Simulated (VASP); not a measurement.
Input:

```
Tb
1.0
    1.78460    -3.12860     0.00000
    1.78460     3.12860     0.00000
    0.00000     0.00000     5.61843
Tb
2
Direct
  0.33333   0.66667   0.25000
  0.67425   0.34092   0.75000
```

Calculation: PBE GGA, VASP's PBE PAW potentials (set 64) (plane waves; VASP). Run with 275 eV cut-off, 11×11×6 Γ-centred mesh, first-order Methfessel-Paxton smearing of 0.10 eV, potentials Tb_3.

The 4f electrons are frozen in the core of the lanthanide potential, so 4f levels, which can set the real gap, and their magnetism are missing. At this cut-off the stress carries a Pulay error, which pulls relaxed volumes low.

Predict the energy per atom (σ→0), pressure, band gap (on the k-mesh) with the smallest direct gap where there is one.

The band gap (on the k-mesh) is none (metal, semimetal or under 0.01 eV) and the energy per atom (σ→0) comes out as -4.553 eV/atom. The pressure is 13.4 kbar.

Only differences to runs with the same potentials and settings are physical.

The compound is Tb in the hcp structure. The cell was not relaxed at this level, atoms are displaced from their ideal sites. The run is one of a series of settings (ENCUT = 275 against the base run), some of them coarse on purpose.
